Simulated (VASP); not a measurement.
Input for VASP

### INCAR
```
ALGO  =  Normal
EDIFF  =  1E-6
EDIFFG  =  -0.02
ENCUT  =  520
GGA  =  PE
IBRION  =  2
ISIF  =  3
ISMEAR  =  0
IVDW  =  13
LASPH  =  .TRUE.
LCHARG  =  .FALSE.
LMAXMIX  =  4
LREAL  =  .FALSE.
LWAVE  =  .FALSE.
NELM  =  100
NSW  =  60
PREC  =  Accurate
SIGMA  =  0.05
SYSTEM  =  CsPbCl3
```

**KPOINTS**
```
Automatic mesh
0
Gamma
4 4 4
0 0 0
```

File POSCAR:
```
CsPbCl3
1
    5.6453557832     0.0000000000    -0.0000000000
   -0.0000000000     5.6453557832     0.0000000000
    0.0000000000     0.0000000000     5.6453557832
Cs Pb Cl
1 1 3
Direct
  0.0000000000   0.0000000000   0.0000000000
  0.5000000000   0.5000000000   0.5000000000
  0.5000000000   0.0000000000   0.5000000000
  0.0000000000   0.5000000000   0.5000000000
  0.5000000000   0.5000000000   0.0000000000
```

POTCAR, in this order: Cs_sv Pb_d Cl (PBE.64 set). Program: vasp_std.

### Question
Translate this PBE-D4 calculation to Ansatz.

### Answer
One equivalent input (not run):
Ansatz 0.2 input:
```yaml
crystal:
  lattice:
    - [5.6453558, 0.0000000, 0.0000000]
    - [0.0000000, 5.6453558, 0.0000000]
    - [0.0000000, 0.0000000, 5.6453558]
  atoms:
    - { symbol: Cs, position: [0.0000000, 0.0000000, 0.0000000] }
    - { symbol: Pb, position: [0.5000000, 0.5000000, 0.5000000] }
    - { symbol: Cl, position: [0.5000000, 0.0000000, 0.5000000] }
    - { symbol: Cl, position: [0.0000000, 0.5000000, 0.5000000] }
    - { symbol: Cl, position: [0.5000000, 0.5000000, 0.0000000] }
kpoints:
  mp_grid: { grid: [4, 4, 4] }
hamiltonian:
  xc: pbe
  dispersion: d4
  pseudopotentials: { kind: paw }
scf:
  occupations: { method: gaussian, width: 0.05 }
  max_iter: 100
relax:
  max_steps: 60
  f_tol: 0.02
  cell: {}
output: { forces: true, stress: true, eigenvalues: true }
```
Limits of the translation: each code has its own PAW files, so the cut-off isn't converted (ENCUT is set for VASP's; basis.ecutwfc is left out, and Ansatz then takes the one that its files recommend); Ansatz stops its SCF on the density residual and VASP on the energy change (EDIFF).

The compound is CsPbCl3 in the cubic perovskite structure, the ideal cubic form; the compound distorts at low or room temperature. This run relaxes it. Symmetry was kept, so distortions that lower it aren't found. The start is the result of an earlier pass.
